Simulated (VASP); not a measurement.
# ZnHgS₂ (space group R3m): computed properties

These are PBEsol GGA, VASP's PBE PAW potentials (set 64) (plane waves; VASP) values and carry that method's errors.

```
Property                                                                                              Value
---------------------------------------------  ------------------------------------------------------------
space group                                                                                       R3m (160)
cell                                           a = b = 3.9559 Å, c = 19.6421 Å, α = β = 90.00°, γ = 120.00°
volume per atom                                                                              22.18 Å^3/atom
band gap (over mesh and band path)                                                                  0.35 eV
smallest direct gap (over mesh and band path)                                                       0.35 eV
band-edge character                                                                          direct, Γ to Γ
density                                                                                          6.18 g/cm³
```

```
HgZnS2
1.0
    1.97796     1.14197     6.54738
   -1.97796     1.14197     6.54738
    0.00000    -2.28395     6.54738
Zn Hg S
1 1 2
Direct
  0.49895   0.49895   0.49895
  0.00341   0.00341   0.00341
  0.13121   0.13121   0.13121
  0.61641   0.61641   0.61641
```

Unless said otherwise, spin-orbit coupling is left out, though it shifts the bands of the heavy elements here.

The structure comes from a computed database's ZnHgS2 entry (R3m); how it stands against other phases isn't given here. It was relaxed first, which changed the volume by -5 %. Symmetry was kept, so distortions that lower it aren't found.
